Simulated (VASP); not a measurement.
# GW on GaAs, part 2 of 4

Wanted: how far GW moves the Kohn-Sham levels of GaAs. The cell is of the zinc-blende type, one of the forms listed for this formula. The start is a cell from a database of measured crystal structures.

VASP 6.6.1, plane waves and PAW; the level of theory is named at each step.

So far, quasiparticle gap on the mesh (eV): step 3 (G0W0, ENCUTGW 80, bands in the sums 80) 1.62.

### Step 4. Empty bands

This step: r2SCAN; plane waves and PAW (As_GW, Ga_d_GW) (VASP 6.6.1).

The empty bands are made again, for the run that follows.

INCAR

```
SYSTEM = GaAs
PREC = Accurate
ENCUT = 430
ISMEAR = 0
SIGMA = 0.01
LREAL = .FALSE.
METAGGA = R2SCAN
LASPH = .TRUE.
NBANDS = 104
ALGO = Exact
NELM = 1
LWAVE = .TRUE.
LCHARG = .FALSE.
LOPTICS = .TRUE.
NEDOS = 1000
CSHIFT = 0.1
```

POSCAR

```
GaAs
1.0
    0.0000000000      2.8268500000      2.8268500000
    2.8268500000      0.0000000000      2.8268500000
    2.8268500000      2.8268500000      0.0000000000
As Ga
1 1
Direct
    0.7500000000      0.7500000000      0.7500000000
    0.0000000000      0.0000000000      0.0000000000
```

KPOINTS

```
Automatic mesh
0
Gamma
4 4 4
0 0 0
```

The projector-augmented-wave data sets are As_GW and Ga_d_GW (PBE family, release 64).

Started as:

```sh
> mpirun -np 8 vasp_std
```

The log of the run:

```text
[banner, memory and clock lines left out]
running    8 mpi-ranks, on    1 nodes
[...]
[... a notice as in an earlier step ...]

 [... a notice as in an earlier step ...]

 LDA part: xc-table for (None), standard interpolation
 found WAVECAR, reading the header
  number of bands has changed, file:    15 present:   104
  trying to continue reading WAVECAR, but it might fail
 POSCAR, INCAR and KPOINTS ok, starting setup
[...]
reading WAVECAR
 random initialization beyond band           15
 the WAVECAR file was read successfully
 initial charge from wavefunction
 entering main loop
       N       E                     dE             d eps       ncg     rms          rms(c)
[... 1 cycle as in an earlier step ...]
   1 F= -.26923205E+02 E0= -.26923205E+02  d E =-.294944E-28
 writing wavefunctions
 optical routines
 imaginary and real dielectric function
 direction            1
 direction            2
 direction            3
```

It took 4.8 s on 8 MPI ranks of Intel Xeon 6975P-C (Granite Rapids), shared host; peak memory 1.1 GiB; 33 s of CPU time.

Parts of OUTCAR (step 4):

```text
  Total        0.1655182      0.1655182      0.1655182      0.0000000      0.0000000     -0.0000000
  in kB        5.8697299      5.8697299      5.8697299      0.0000000      0.0000000     -0.0000000
  external PRESSURE =       5.8697299 kB  Pullay stress =       0.0000000 kB

 POSITION                                       TOTAL-FORCE (eV/Angst)
 -----------------------------------------------------------------------------------
      4.24027      4.24027      4.24027        -0.000000      0.000000     -0.000000
      0.00000      0.00000      0.00000         0.000000     -0.000000      0.000000
 -----------------------------------------------------------------------------------
    total drift:                               -0.000329     -0.000329     -0.000321

[... 3 parts as in an earlier step ...]

[... 2 further parts left out ...]
[key lines of the parts left out:]
E-fermi :   3.7153
```

WAVECAR now holds 104 bands for 18 electrons.

### Step 5. G0W0, ENCUTGW 100, bands in the sums 104

This step: G0W0 on r2SCAN; plane waves and PAW (As_GW, Ga_d_GW) (VASP 6.6.1).

ENCUTGW rises to 100 eV and the bands with it, to about the number of plane waves under that cutoff.

INCAR

```
SYSTEM = GaAs
PREC = Accurate
ENCUT = 430
ISMEAR = 0
SIGMA = 0.01
LREAL = .FALSE.
METAGGA = R2SCAN
LASPH = .TRUE.
NBANDS = 104
ALGO = EVGW0
NELMGW = 1
ENCUTGW = 100
NOMEGA = 64
PRECFOCK = Fast
NBANDSGW = 24
LWAVE = .FALSE.
LCHARG = .FALSE.
```

POSCAR is that of step 4.

KPOINTS is that of step 4.

Started as:

```sh
> mpirun -np 8 vasp_std
```

The log of the run:

```text
[banner, memory and clock lines left out]
running    8 mpi-ranks, on    1 nodes
[...]
[... a notice as in an earlier step ...]

 [... a notice as in an earlier step ...]

|                                                                             |
|           W    W    AA    RRRRR   N    N  II  N    N   GGGG   !!!           |
|           W    W   A  A   R    R  NN   N  II  NN   N  G    G  !!!           |
|           W    W  A    A  R    R  N N  N  II  N N  N  G       !!!           |
|           W WW W  AAAAAA  RRRRR   N  N N  II  N  N N  G  GGG   !            |
|           WW  WW  A    A  R   R   N   NN  II  N   NN  G    G                |
|           W    W  A    A  R    R  N    N  II  N    N   GGGG   !!!           |
|                                                                             |
|     The default for ENCUTGWSOFT is different in this version of VASP.       |
|     please manually set ENCUTGWSOFT =100 in the INCAR file.                 |
[...]
total number of BLAS operations         63.53 Gflops
NQ=   4    0.2500    0.2500    0.0000,
|.........|.........|.........|.........|.........|.........|.........|.........
 performed        976000 updates of chi_q(r,r)
 total number of BLAS operations         87.13 Gflops
NQ=   5    0.5000    0.2500    0.0000,
|.........|.........|.........|.........|.........|.........|.........|.........
 performed       1374000 updates of chi_q(r,r)
 total number of BLAS operations        121.65 Gflops
NQ=   6   -0.2500    0.2500    0.0000,
|.........|.........|.........|.........|.........|.........|.........|.........
 performed       1733000 updates of chi_q(r,r)
 total number of BLAS operations        148.68 Gflops
NQ=   7    0.5000    0.5000    0.0000,
|.........|.........|.........|.........|.........|.........|.........|.........
 performed       1952000 updates of chi_q(r,r)
 total number of BLAS operations        169.14 Gflops
NQ=   8   -0.2500    0.5000    0.2500,
|.........|.........|.........|.........|.........|.........|.........|.........
 performed       2231000 updates of chi_q(r,r)
 total number of BLAS operations        195.19 Gflops
 resolving degeneracies of screened two electron integrals

 calculate QP shifts <psi_nk| G(iteration)W_0 |psi_nk>: iteration 1
 entering main loop
[key lines of the parts left out:]
E-fermi :   4.1307
```

It took 12 s on 8 MPI ranks; peak memory 1.2 GiB.

OUTCAR, selected parts (step 5):

```text
 QP shifts <psi_nk| G(iteration)W_0 |psi_nk>: iteration 1
 for sc-GW calculations column KS-energies equals QP-energies in previous step
 and V_xc(KS)=  KS-energies - (<T + V_ion + V_H > + <T+V_H+V_ion>^1  + <V_x>^1)
 k-point   1 :       0.0000    0.0000    0.0000
  band No.  KS-energies  QP-energies   sigma(KS)   V_xc(KS)     V^pw_x(r,r')   Z            occupation Imag(sigma)
    ...
      6      -9.5658      -9.4472     -11.7152     -11.9006     -18.1042       0.6395       2.0000       0.8932
      7       3.6395       3.4886     -12.3754     -12.1818     -13.7902       0.7799       2.0000       0.0562
      8       3.6395       3.4886     -12.3754     -12.1818     -13.7902       0.7799       2.0000       0.0562
      9       3.6395       3.4886     -12.3754     -12.1818     -13.7902       0.7799       2.0000       0.0562
     10       4.6219       5.1069     -10.6144     -11.2390      -6.8882       0.7764       0.0000      -0.0585
     11       7.6583       7.8006      -9.7382      -9.9240      -5.5261       0.7658       0.0000      -0.0799
     12       7.6583       7.8006      -9.7382      -9.9240      -5.5261       0.7658       0.0000      -0.0799
     13       7.6583       7.8006      -9.7382      -9.9240      -5.5261       0.7658       0.0000      -0.0799
    ...

[... 1 part as in an earlier step ...]

[... 2 further parts left out ...]
[key lines of the parts left out:]
E-fermi :   4.1307
```

The gap is now 1.618 eV, -3 meV against the GW run before. Spin-orbit coupling is left out.

### Step 6. Empty bands

This step: r2SCAN; plane waves and PAW (As_GW, Ga_d_GW) (VASP 6.6.1).

The empty bands are made again, for the run that follows.

INCAR

```
SYSTEM = GaAs
PREC = Accurate
ENCUT = 430
ISMEAR = 0
SIGMA = 0.01
LREAL = .FALSE.
METAGGA = R2SCAN
LASPH = .TRUE.
NBANDS = 136
ALGO = Exact
NELM = 1
LWAVE = .TRUE.
LCHARG = .FALSE.
LOPTICS = .TRUE.
NEDOS = 1000
CSHIFT = 0.1
```

POSCAR is that of step 5.

KPOINTS is that of step 5.

Started as:

```sh
> mpirun -np 8 vasp_std
```

The log of the run:

```text
[banner, memory and clock lines left out]
running    8 mpi-ranks, on    1 nodes
[...]
[... a notice as in an earlier step ...]

 [... a notice as in an earlier step ...]

 LDA part: xc-table for (None), standard interpolation
 found WAVECAR, reading the header
  number of bands has changed, file:    15 present:   136
  trying to continue reading WAVECAR, but it might fail
 POSCAR, INCAR and KPOINTS ok, starting setup
[...]
reading WAVECAR
 random initialization beyond band           15
 the WAVECAR file was read successfully
 initial charge from wavefunction
 entering main loop
       N       E                     dE             d eps       ncg     rms          rms(c)
[... 1 cycle as in an earlier step ...]
   1 F= -.26923205E+02 E0= -.26923205E+02  d E =-.126996E-78
 writing wavefunctions
 optical routines
 imaginary and real dielectric function
 direction            1
 direction            2
 direction            3
```

Wall time 7.4 s (8 MPI ranks); peak memory 1.1 GiB; 44 s of CPU time.

From OUTCAR (step 6):

```text
  Total        0.1655182      0.1655182      0.1655182      0.0000000      0.0000000      0.0000000
  in kB        5.8697299      5.8697299      5.8697299      0.0000000      0.0000000      0.0000000
  external PRESSURE =       5.8697299 kB  Pullay stress =       0.0000000 kB

[... 4 parts as in an earlier step ...]

[... 2 further parts left out ...]
[key lines of the parts left out:]
E-fermi :   3.7712
```

WAVECAR now holds 136 bands for 18 electrons.

### Step 7. G0W0, ENCUTGW 120, bands in the sums 136

This step: G0W0 on r2SCAN; plane waves and PAW (As_GW, Ga_d_GW) (VASP 6.6.1).

ENCUTGW rises to 120 eV and the bands with it, to about the number of plane waves under that cutoff.

INCAR

```
SYSTEM = GaAs
PREC = Accurate
ENCUT = 430
ISMEAR = 0
SIGMA = 0.01
LREAL = .FALSE.
METAGGA = R2SCAN
LASPH = .TRUE.
NBANDS = 136
ALGO = EVGW0
NELMGW = 1
ENCUTGW = 120
NOMEGA = 64
PRECFOCK = Fast
NBANDSGW = 24
LWAVE = .FALSE.
LCHARG = .FALSE.
```

POSCAR is that of step 6.

KPOINTS is that of step 6.

Started as:

```sh
> mpirun -np 8 vasp_std
```

The log of the run:

```text
[banner, memory and clock lines left out]
running    8 mpi-ranks, on    1 nodes
[...]
[... a notice as in an earlier step ...]

 [... a notice as in an earlier step ...]

|                                                                             |
|           W    W    AA    RRRRR   N    N  II  N    N   GGGG   !!!           |
|           W    W   A  A   R    R  NN   N  II  NN   N  G    G  !!!           |
|           W    W  A    A  R    R  N N  N  II  N N  N  G       !!!           |
|           W WW W  AAAAAA  RRRRR   N  N N  II  N  N N  G  GGG   !            |
|           WW  WW  A    A  R   R   N   NN  II  N   NN  G    G                |
|           W    W  A    A  R    R  N    N  II  N    N   GGGG   !!!           |
|                                                                             |
|     The default for ENCUTGWSOFT is different in this version of VASP.       |
|     please manually set ENCUTGWSOFT =120 in the INCAR file.                 |
[...]
total number of BLAS operations        138.04 Gflops
NQ=   4    0.2500    0.2500    0.0000,
|.........|.........|.........|.........|.........|.........|.........|.........
 performed       1289000 updates of chi_q(r,r)
 total number of BLAS operations        192.00 Gflops
NQ=   5    0.5000    0.2500    0.0000,
|.........|.........|.........|.........|.........|.........|.........|.........
 performed       1813000 updates of chi_q(r,r)
 total number of BLAS operations        265.17 Gflops
NQ=   6   -0.2500    0.2500    0.0000,
|.........|.........|.........|.........|.........|.........|.........|.........
 performed       2285000 updates of chi_q(r,r)
 total number of BLAS operations        337.19 Gflops
NQ=   7    0.5000    0.5000    0.0000,
|.........|.........|.........|.........|.........|.........|.........|.........
 performed       2574000 updates of chi_q(r,r)
 total number of BLAS operations        374.01 Gflops
NQ=   8   -0.2500    0.5000    0.2500,
|.........|.........|.........|.........|.........|.........|.........|.........
 performed       2942000 updates of chi_q(r,r)
 total number of BLAS operations        435.10 Gflops
 resolving degeneracies of screened two electron integrals

 calculate QP shifts <psi_nk| G(iteration)W_0 |psi_nk>: iteration 1
 entering main loop
[key lines of the parts left out:]
E-fermi :   4.1307
```

It took 17 s on 8 MPI ranks; peak memory 1.4 GiB.

Parts of OUTCAR (step 7):

```text
 QP shifts <psi_nk| G(iteration)W_0 |psi_nk>: iteration 1
 for sc-GW calculations column KS-energies equals QP-energies in previous step
 and V_xc(KS)=  KS-energies - (<T + V_ion + V_H > + <T+V_H+V_ion>^1  + <V_x>^1)
 k-point   1 :       0.0000    0.0000    0.0000
  band No.  KS-energies  QP-energies   sigma(KS)   V_xc(KS)     V^pw_x(r,r')   Z            occupation Imag(sigma)
    ...
      6      -9.5658      -9.4980     -11.7947     -11.9006     -18.1042       0.6394       2.0000       0.8879
      7       3.6395       3.4154     -12.4692     -12.1818     -13.7902       0.7796       2.0000       0.0547
      8       3.6395       3.4154     -12.4692     -12.1818     -13.7902       0.7796       2.0000       0.0547
      9       3.6395       3.4154     -12.4692     -12.1818     -13.7902       0.7796       2.0000       0.0547
     10       4.6219       5.0303     -10.7129     -11.2390      -6.8882       0.7762       0.0000      -0.0592
     11       7.6583       7.7434      -9.8127      -9.9240      -5.5261       0.7656       0.0000      -0.0805
     12       7.6583       7.7434      -9.8127      -9.9240      -5.5261       0.7656       0.0000      -0.0805
     13       7.6583       7.7434      -9.8127      -9.9240      -5.5261       0.7656       0.0000      -0.0805
    ...

[... 1 part as in an earlier step ...]

[... 2 further parts left out ...]
[key lines of the parts left out:]
E-fermi :   4.1307
```

The gap is now 1.615 eV, -3 meV against the GW run before. Spin-orbit coupling is left out.

### Step 8. Empty bands

This step: r2SCAN; plane waves and PAW (As_GW, Ga_d_GW) (VASP 6.6.1).

The empty bands are made again, for the run that follows.

INCAR

```
SYSTEM = GaAs
PREC = Accurate
ENCUT = 430
ISMEAR = 0
SIGMA = 0.01
LREAL = .FALSE.
METAGGA = R2SCAN
LASPH = .TRUE.
NBANDS = 184
ALGO = Exact
NELM = 1
LWAVE = .TRUE.
LCHARG = .FALSE.
LOPTICS = .TRUE.
NEDOS = 1000
CSHIFT = 0.1
```

POSCAR is that of step 7.

KPOINTS is that of step 7.

Started as:

```sh
> mpirun -np 8 vasp_std
```

The log of the run:

```text
[banner, memory and clock lines left out]
running    8 mpi-ranks, on    1 nodes
[...]
[... a notice as in an earlier step ...]

 [... a notice as in an earlier step ...]

 LDA part: xc-table for (None), standard interpolation
 found WAVECAR, reading the header
  number of bands has changed, file:    15 present:   184
  trying to continue reading WAVECAR, but it might fail
 POSCAR, INCAR and KPOINTS ok, starting setup
[...]
reading WAVECAR
 random initialization beyond band           15
 the WAVECAR file was read successfully
 initial charge from wavefunction
 entering main loop
       N       E                     dE             d eps       ncg     rms          rms(c)
DIA:   1    -0.269232047456E+02   -0.26923E+02    0.00000E+00     0   0.000E+00
   1 F= -.26923205E+02 E0= -.26923205E+02  d E =-.875124E-24
 writing wavefunctions
 optical routines
 imaginary and real dielectric function
 direction            1
 direction            2
 direction            3
```

Wall time 7.8 s (8 MPI ranks); peak memory 1.1 GiB; 46 s of CPU time.

OUTCAR, selected parts (step 8):

```text
  Total        0.1655182      0.1655182      0.1655182     -0.0000000      0.0000000     -0.0000000
  in kB        5.8697300      5.8697300      5.8697300     -0.0000000      0.0000000     -0.0000000
  external PRESSURE =       5.8697300 kB  Pullay stress =       0.0000000 kB

 POSITION                                       TOTAL-FORCE (eV/Angst)
 -----------------------------------------------------------------------------------
      4.24027      4.24027      4.24027         0.000000      0.000000     -0.000000
      0.00000      0.00000      0.00000        -0.000000     -0.000000      0.000000
 -----------------------------------------------------------------------------------
    total drift:                               -0.000329     -0.000329     -0.000321

  FREE ENERGIE OF THE ION-ELECTRON SYSTEM (eV)
  ---------------------------------------------------
  free  energy   TOTEN  =       -26.9232047456 eV

  energy  without entropy=      -26.9232047456  energy(sigma->0) =      -26.92320475

[... 1 part as in an earlier step ...]

[... 2 further parts left out ...]
[key lines of the parts left out:]
E-fermi :   3.7082
```

WAVECAR now holds 184 bands for 18 electrons.

### Step 9. G0W0, ENCUTGW 145, bands in the sums 184

This step: G0W0 on r2SCAN; plane waves and PAW (As_GW, Ga_d_GW) (VASP 6.6.1).

ENCUTGW rises to 145 eV and the bands with it, to about the number of plane waves under that cutoff.

INCAR

```
SYSTEM = GaAs
PREC = Accurate
ENCUT = 430
ISMEAR = 0
SIGMA = 0.01
LREAL = .FALSE.
METAGGA = R2SCAN
LASPH = .TRUE.
NBANDS = 184
ALGO = EVGW0
NELMGW = 1
ENCUTGW = 145
NOMEGA = 64
PRECFOCK = Fast
NBANDSGW = 24
LWAVE = .FALSE.
LCHARG = .FALSE.
```

POSCAR is that of step 8.

KPOINTS is that of step 8.

Started as:

```sh
> mpirun -np 8 vasp_std
```

The log of the run:

```text
[banner, memory and clock lines left out]
running    8 mpi-ranks, on    1 nodes
[...]
[... a notice as in an earlier step ...]

 [... a notice as in an earlier step ...]

|                                                                             |
|           W    W    AA    RRRRR   N    N  II  N    N   GGGG   !!!           |
|           W    W   A  A   R    R  NN   N  II  NN   N  G    G  !!!           |
|           W    W  A    A  R    R  N N  N  II  N N  N  G       !!!           |
|           W WW W  AAAAAA  RRRRR   N  N N  II  N  N N  G  GGG   !            |
|           WW  WW  A    A  R   R   N   NN  II  N   NN  G    G                |
|           W    W  A    A  R    R  N    N  II  N    N   GGGG   !!!           |
|                                                                             |
|     The default for ENCUTGWSOFT is different in this version of VASP.       |
|     please manually set ENCUTGWSOFT =145 in the INCAR file.                 |
[...]
total number of BLAS operations        308.78 Gflops
NQ=   4    0.2500    0.2500    0.0000,
|.........|.........|.........|.........|.........|.........|.........|.........
 performed       1758000 updates of chi_q(r,r)
 total number of BLAS operations        440.47 Gflops
NQ=   5    0.5000    0.2500    0.0000,
|.........|.........|.........|.........|.........|.........|.........|.........
 performed       2471000 updates of chi_q(r,r)
 total number of BLAS operations        633.82 Gflops
NQ=   6   -0.2500    0.2500    0.0000,
|.........|.........|.........|.........|.........|.........|.........|.........
 performed       3114000 updates of chi_q(r,r)
 total number of BLAS operations        800.53 Gflops
NQ=   7    0.5000    0.5000    0.0000,
|.........|.........|.........|.........|.........|.........|.........|.........
 performed       3509000 updates of chi_q(r,r)
 total number of BLAS operations        914.87 Gflops
NQ=   8   -0.2500    0.5000    0.2500,
|.........|.........|.........|.........|.........|.........|.........|.........
 performed       4010000 updates of chi_q(r,r)
 total number of BLAS operations       1039.24 Gflops
 resolving degeneracies of screened two electron integrals

 calculate QP shifts <psi_nk| G(iteration)W_0 |psi_nk>: iteration 1
 entering main loop
[key lines of the parts left out:]
E-fermi :   4.1307
```

Run time: 23 s. Hardware: 8 MPI ranks; peak memory 1.6 GiB.

From OUTCAR (step 9):

```text
 QP shifts <psi_nk| G(iteration)W_0 |psi_nk>: iteration 1
 for sc-GW calculations column KS-energies equals QP-energies in previous step
 and V_xc(KS)=  KS-energies - (<T + V_ion + V_H > + <T+V_H+V_ion>^1  + <V_x>^1)
 k-point   1 :       0.0000    0.0000    0.0000
  band No.  KS-energies  QP-energies   sigma(KS)   V_xc(KS)     V^pw_x(r,r')   Z            occupation Imag(sigma)
    ...
      6      -9.5658      -9.5407     -11.8614     -11.9006     -18.1042       0.6395       2.0000       0.8860
      7       3.6395       3.3564     -12.5450     -12.1818     -13.7902       0.7794       2.0000       0.0597
      8       3.6395       3.3564     -12.5450     -12.1818     -13.7902       0.7794       2.0000       0.0597
      9       3.6395       3.3564     -12.5450     -12.1818     -13.7902       0.7794       2.0000       0.0597
     10       4.6219       4.9665     -10.7950     -11.2390      -6.8882       0.7760       0.0000      -0.0474
     11       7.6583       7.6995      -9.8701      -9.9240      -5.5261       0.7654       0.0000      -0.0682
     12       7.6583       7.6995      -9.8701      -9.9240      -5.5261       0.7654       0.0000      -0.0682
     13       7.6583       7.6995      -9.8701      -9.9240      -5.5261       0.7654       0.0000      -0.0682
    ...

[... 1 part as in an earlier step ...]

[... 2 further parts left out ...]
[key lines of the parts left out:]
E-fermi :   4.1307
```

The gap is now 1.610 eV, -5 meV against the GW run before. Spin-orbit coupling is left out.

[end of part 2 of 4]

[Lines on the potential files, build, host, timing and source positions are cut from VASP's logs without a mark.]

[Logs are printed without paths, hosts, clocks, repeated set-up lines and the standing remarks that a program may print on its own settings, such as how far it seeks lower states.]

[Hosts, paths, dates, database ids (printed as entryN), source tags and the programs' standing remarks are cut or masked in the printed files.]

[Pressures printed for these runs are not shown converged in the cutoff: they can be off by several GPa and have the wrong sign.]
